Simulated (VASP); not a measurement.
The cell holds one Pb (fcc) (111) slab, with vacuum along c, ions free to move until forces fall under 0.03 eV/Å, no reconstruction beyond this cell, dipole correction on.

Input:

```xyz
4
Lattice="3.4848 0.0000 0.0000 -1.7424 3.0179 0.0000 0.0000 0.0000 26.3151" Properties=species:S:1:pos:R:3 pbc="T T T"
Pb    -1.7424     3.0179     8.9435
Pb     1.7424     1.0060    11.6662
Pb     0.0000     2.0119    14.6489
Pb     0.0000     0.0000    17.3715
```

Method: PBEsol GGA, VASP's PBE PAW potentials (set 64) (plane waves; VASP). Run with 400 eV cut-off, 9×9×1 Γ-centred mesh, first-order Methfessel-Paxton smearing of 0.10 eV, potentials Pb_d.

Slab and bulk use different k-meshes, so the surface energy is good to a few per cent at best. Unless said otherwise, spin-orbit coupling is left out, though it shifts the bands of the heavy elements here.

Question: Predict its surface energy, work function, band gap (on the k-mesh).

Answer: 
The surface energy is 0.33 J/m^2 and the work function comes out as 3.98 eV. The band gap (on the k-mesh) is none (metal, semimetal or under 0.01 eV).

The cell is a thin slab with vacuum, built from Pb (fcc): (111) face.
